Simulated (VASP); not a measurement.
Given:

```yaml
crystal:
  lattice:
    - [0.00000, 2.14710, 2.14710]
    - [2.14710, 0.00000, 2.14710]
    - [2.14710, 2.14710, 0.00000]
  atoms:
    - { symbol: Mg, position: [0.00000, 0.00000, 0.00000] }
    - { symbol: O, position: [0.50000, 0.50000, 0.50000] }
```
Cell charge +0.1.

Method: PBE GGA, VASP's PBE PAW potentials (set 64) (plane waves; VASP). Settings: NELECT = 7.9, 520 eV cut-off, 10×10×10 Γ-centred mesh, Gaussian smearing of 0.050 eV, potentials Mg O.

The cell is charged, with a uniform compensating background.

Problem. Predict the energy per atom (σ→0), pressure, band gap (on the k-mesh) with the smallest direct gap where there is one.

Solution. 
```yaml
band gap (on the k-mesh): none (metal, semimetal or under 0.01 eV)
energy per atom (σ→0): -6.081 eV/atom
pressure: -10.27 GPa
```

Only differences to runs with the same potentials and settings are physical.

The compound is MgO in the rock salt structure. The cell was not relaxed at this level. The run is one of a series of settings (NELECT = 7.9 against the base run), some of them coarse on purpose.
